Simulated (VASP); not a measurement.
# Os3RuC3 (Pm-3m) in VASP: single point with PBE

Aim: the single point of Os3RuC3 with PBE.

All numbers are computed with VASP 6.6.1; they aren't measurements. Logs are shortened: lines on timing, memory, paths and dates and some standing lists are left out, and cuts for length are marked.

## Step 1: The cell of the first run

The structure is cubic, space group Pm-3m (No. 221). Conventional cell: a = 4.250 Å, b = 4.250 Å, c = 4.250 Å, α = 90.00°, β = 90.00°, γ = 90.00°. Ru (site symmetry m-3m) is surrounded by 6 C at 2.13 Å. Os (site symmetry 4/mmm) is surrounded by 4 C at 2.13 Å. Around C (site symmetry 4/mmm) lie 2 Ru at 2.13 Å and 4 Os at 2.13 Å.

The cell was built by a generator and needn't be a form met in nature.

## Step 2: Single point, PBE, collinear spin, typed start (species swapped into the LiCu3O3 type (Pm-3m, No. 221))

The input, INCAR:

```
SYSTEM = Os3RuC3
PREC     = Accurate       ! precision mode
ENCUT    = 520            ! plane-wave cutoff, eV
EDIFF    = 1E-6           ! SCF threshold, eV
ISMEAR   = 0              ! smearing method
SIGMA    = 0.1            ! smearing width, eV
LREAL    = .FALSE.        ! projectors in reciprocal space
LASPH    = .TRUE.         ! aspherical terms in the spheres
NELM     = 150            ! most SCF steps
ALGO     = Fast           ! electronic algorithm
ISIF     = 2              ! what is computed and relaxed
LWAVE    = .FALSE.        ! write WAVECAR
LCHARG   = .FALSE.        ! write CHGCAR
ISPIN    = 2              ! spin polarisation
MAGMOM   = 0.55 0.16 0.16 0.16 0 0 0 ! initial moments
LORBIT   = 11             ! projections on sites
LMAXMIX  = 4              ! l up to which the mixer works
GGA      = PE             ! functional
NBANDS   = 38             ! bands
```

The input, KPOINTS:

```
Automatic mesh
0
G
  10 10 10
  0 0 0
```

The input, POSCAR:

```
Os3RuC3
1.0
    4.2501949646      0.0000000000      0.0000000000
    0.0000000000      4.2501949646      0.0000000000
    0.0000000000      0.0000000000      4.2501949646
Ru Os C
1 3 3
Direct
    0.5000000000      0.5000000000      0.5000000000
    0.0000000000      0.5000000000      0.0000000000
    0.0000000000      0.0000000000      0.5000000000
    0.5000000000      0.0000000000      0.0000000000
    0.5000000000      0.0000000000      0.5000000000
    0.5000000000      0.5000000000      0.0000000000
    0.0000000000      0.5000000000      0.5000000000
```

Potentials or basis: VASP PAW PBE potentials, release 64 (Ru_pv, Os, C).

Launch:

```bash
> cat potpaw_PBE.64/Ru_pv/POTCAR potpaw_PBE.64/Os/POTCAR potpaw_PBE.64/C/POTCAR > POTCAR
> mpirun -np 1 vasp_std > vasp.out
```

OUTCAR:

```text
SYSTEM = Os3RuC3
   PREC = Accurate
   ENCUT = 520
   EDIFF = 1E-6
   ISMEAR = 0
   LREAL = .FALSE.
   LASPH = .TRUE.
   NELM = 150
   ISIF = 2
   ISPIN = 2
   LORBIT = 11
   GGA = PE

 ion  position               nearest neighbor table
   1  0.500  0.500  0.500-   5 2.13   6 2.13   7 2.13   6 2.13   5 2.13   7 2.13   2 3.01   4 3.01
                             2 3.01   3 3.01   4 3.01   3 3.01   4 3.01   2 3.01   3 3.01   4 3.01
   2  0.000  0.500  0.000-   6 2.13   7 2.13   7 2.13   6 2.13   3 3.01   1 3.01   3 3.01   4 3.01
                             3 3.01   4 3.01   3 3.01   1 3.01   4 3.01   1 3.01   1 3.01   4 3.01
   3  0.000  0.000  0.500-   5 2.13   7 2.13   7 2.13   5 2.13   2 3.01   2 3.01   4 3.01   1 3.01
                             2 3.01   4 3.01   2 3.01   1 3.01   4 3.01   1 3.01   4 3.01   1 3.01
   4  0.500  0.000  0.000-   5 2.13   6 2.13   5 2.13   6 2.13   2 3.01   1 3.01   3 3.01   3 3.01
                             1 3.01   2 3.01   1 3.01   1 3.01   2 3.01   3 3.01   3 3.01   2 3.01
   5  0.500  0.000  0.500-   1 2.13   3 2.13   4 2.13   4 2.13   1 2.13   3 2.13
   6  0.500  0.500  0.000-   1 2.13   2 2.13   4 2.13   1 2.13   4 2.13   2 2.13
   7  0.000  0.500  0.500-   1 2.13   2 2.13   3 2.13   2 2.13   3 2.13   1 2.13

  LATTYP: Found a simple cubic cell.
 ALAT       =     4.2501949646

  Lattice vectors:

 A1 = (   4.2501949646,   0.0000000000,   0.0000000000)
 A2 = (   0.0000000000,   4.2501949646,   0.0000000000)
 A3 = (   0.0000000000,   0.0000000000,   4.2501949646)

Analysis of symmetry for initial positions (statically):
=====================================================================
 Subroutine PRICEL returns:
 Original cell was already a primitive cell.

 Routine SETGRP: Setting up the symmetry group for a
 simple cubic supercell.

 Subroutine GETGRP returns: Found 48 space group operations
 (whereof 48 operations were pure point group operations)
 out of a pool of 48 trial point group operations.

The static configuration has the point symmetry O_h .

Analysis of symmetry for dynamics (positions and initial velocities):
=====================================================================
 Subroutine PRICEL returns:
 Original cell was already a primitive cell.

 Routine SETGRP: Setting up the symmetry group for a
 simple cubic supercell.

 Subroutine GETGRP returns: Found 48 space group operations
 (whereof 48 operations were pure point group operations)
 out of a pool of 48 trial point group operations.

The dynamic configuration has the point symmetry O_h .

Analysis of structural, dynamic, and magnetic symmetry:
=====================================================================
 Subroutine PRICEL returns:
 Original cell was already a primitive cell.

 Routine SETGRP: Setting up the symmetry group for a
 simple cubic supercell.

 Subroutine GETGRP returns: Found 48 space group operations
 (whereof 48 operations were pure point group operations)
[... 166 lines left out ...]

 val. band max:        9.7130485638   @ k =   0.3000   0.2000   0.2000
 cond. band min:       9.7166796800   @ k =   0.4000   0.2000   0.2000
 fundamental gap:      0.0036311162
 Fermi energy:         9.7149986811

 spin component 1

 k-point     1 :       0.0000    0.0000    0.0000
  band No.  band energies     occupation
      1     -33.5122      1.00000
      2     -33.5122      1.00000
      3     -33.5122      1.00000
      4      -5.5114      1.00000
      5      -3.7295      1.00000
      6      -3.7295      1.00000
[... 949 lines left out ...]
     36      15.9164      0.00000
     37      17.5241      0.00000

 [... further k-points ...]

 spin component 2

 k-point     1 :       0.0000    0.0000    0.0000
  band No.  band energies     occupation
      1     -33.5106      1.00000
      2     -33.5106      1.00000
      3     -33.5106      1.00000
      4      -5.5114      1.00000
      5      -3.7294      1.00000
      6      -3.7294      1.00000
[... 949 lines left out ...]
     36      15.9166      0.00000
     37      17.5243      0.00000

 [... further k-points ...]

 [bands above 37 left out]

------------------------ aborting loop because EDIFF is reached ----------------------------------------

  FORCE on cell =-STRESS in cart. coord.  units (eV):
  Direction    XX          YY          ZZ          XY          YZ          ZX
  --------------------------------------------------------------------------------------
  -------------------------------------------------------------------------------------
  Total        0.5526683      0.5526683      0.5526683      0.0000000     -0.0000000     -0.0000000
  in kB       11.5331660     11.5331660     11.5331660      0.0000000     -0.0000000     -0.0000000
  external PRESSURE =      11.5331660 kB  Pullay stress =       0.0000000 kB

 VOLUME and BASIS-vectors are now :
 -----------------------------------------------------------------------------
  energy-cutoff  :      520.00
  volume of cell :       76.78
      direct lattice vectors                 reciprocal lattice vectors
     4.250194965  0.000000000  0.000000000     0.235283324  0.000000000  0.000000000
     0.000000000  4.250194965  0.000000000     0.000000000  0.235283324  0.000000000
     0.000000000  0.000000000  4.250194965     0.000000000  0.000000000  0.235283324

 POSITION                                       TOTAL-FORCE (eV/Angst)
 -----------------------------------------------------------------------------------
      2.12510      2.12510      2.12510         0.000000      0.000000      0.000000
      0.00000      2.12510      0.00000         0.000000      0.000000      0.000000
      0.00000      0.00000      2.12510         0.000000      0.000000      0.000000
      2.12510      0.00000      0.00000         0.000000      0.000000      0.000000
      2.12510      0.00000      2.12510         0.000000      0.000000      0.000000
      2.12510      2.12510      0.00000         0.000000      0.000000      0.000000
      0.00000      2.12510      2.12510         0.000000      0.000000      0.000000
 -----------------------------------------------------------------------------------
    total drift:                                0.000000      0.000000     -0.000000

  FREE ENERGIE OF THE ION-ELECTRON SYSTEM (eV)
  ---------------------------------------------------
  free  energy   TOTEN  =       -63.2424524834 eV

  energy  without entropy=      -63.1925219754  energy(sigma->0) =      -63.21748723

 total charge

# of ion       s       p       d       tot
------------------------------------------
    1        0.296   6.325   6.179  12.801
    2        0.540   0.695   6.070   7.305
    3        0.540   0.695   6.070   7.305
    4        0.540   0.695   6.070   7.305
    5        0.865   1.520   0.000   2.385
    6        0.865   1.520   0.000   2.385
    7        0.865   1.520   0.000   2.385
--------------------------------------------------
tot          4.511  12.971  24.390  41.872

 magnetization (x)

# of ion       s       p       d       tot
------------------------------------------
    1       -0.000   0.000   0.002   0.002
    2        0.000   0.000   0.000   0.000
    3        0.000   0.000   0.000   0.000
    4        0.000   0.000   0.000   0.000
    5        0.000   0.000   0.000   0.000
    6        0.000   0.000   0.000   0.000
    7        0.000   0.000   0.000   0.000
--------------------------------------------------
tot          0.000   0.000   0.003   0.004
```

OSZICAR:

```text
N       E                     dE             d eps       ncg     rms          rms(c)
DAV:   1     0.425453975706E+03    0.42545E+03   -0.25010E+04  8552   0.129E+03
DAV:   2    -0.401742222982E+02   -0.46563E+03   -0.44007E+03  8686   0.427E+02
[... 13 lines left out ...]
RMM:  16    -0.632426718503E+02    0.51157E-05   -0.16342E-05 10655   0.169E-02    0.863E-02
RMM:  17    -0.632425928827E+02    0.78968E-04   -0.28735E-05 10141   0.245E-02    0.702E-02
RMM:  18    -0.632424696509E+02    0.12323E-03   -0.16852E-04 13110   0.589E-02    0.488E-02
RMM:  19    -0.632424539178E+02    0.15733E-04   -0.42745E-05 11128   0.304E-02    0.399E-02
RMM:  20    -0.632424520717E+02    0.18461E-05   -0.36244E-06  8099   0.109E-02    0.196E-02
RMM:  21    -0.632424524834E+02   -0.41171E-06   -0.26481E-06  6871   0.878E-03
   1 F= -.63242452E+02 E0= -.63217487E+02  d E =-.499305E-01  mag=    -0.0006
```

Run time: 3 min. Hardware: 1 thread of Intel Xeon 6975P-C (Granite Rapids), shared host; peak memory 0.37 GiB.

Results:

* Free energy: -63.2425 eV
* Pressure: 1.2 GPa
* Band gap on the k mesh: none (metal or under the smearing width)
* Net moment: 0.00 μB per cell
* Valence electrons inside the program's atomic spheres: Ru 12.80; Os 7.30; C 2.38

Levels at points of the mesh, in eV from the Fermi level:
Spin up:
```csv
k point,band 22,band 23,band 24,band 25,band 26,band 27,band 28,band 29
"(0.00, 0.00, 0.00)",-0.99,-0.99,-0.99,-0.60,-0.11,-0.11,0.45,0.45
"(0.50, 0.00, 0.00)",-1.51,-0.78,0.29,0.29,0.42,0.42,0.46,1.04
"(0.50, 0.50, 0.00)",-1.31,-1.16,-0.01,0.07,0.95,0.95,1.83,1.83
"(0.50, 0.50, 0.50)",-0.25,-0.25,-0.25,0.03,0.03,0.03,1.95,2.64
```
Spin down:
| k point | band 22 | band 23 | band 24 | band 25 | band 26 | band 27 | band 28 | band 29 |
| --- | --- | --- | --- | --- | --- | --- | --- | --- |
| (0.00, 0.00, 0.00) | -0.99 | -0.99 | -0.99 | -0.60 | -0.11 | -0.11 | 0.46 | 0.46 |
| (0.50, 0.00, 0.00) | -1.50 | -0.78 | 0.29 | 0.29 | 0.42 | 0.42 | 0.46 | 1.04 |
| (0.50, 0.50, 0.00) | -1.31 | -1.16 | -0.01 | 0.07 | 0.95 | 0.95 | 1.83 | 1.83 |
| (0.50, 0.50, 0.50) | -0.25 | -0.25 | -0.25 | 0.03 | 0.03 | 0.03 | 1.95 | 2.64 |
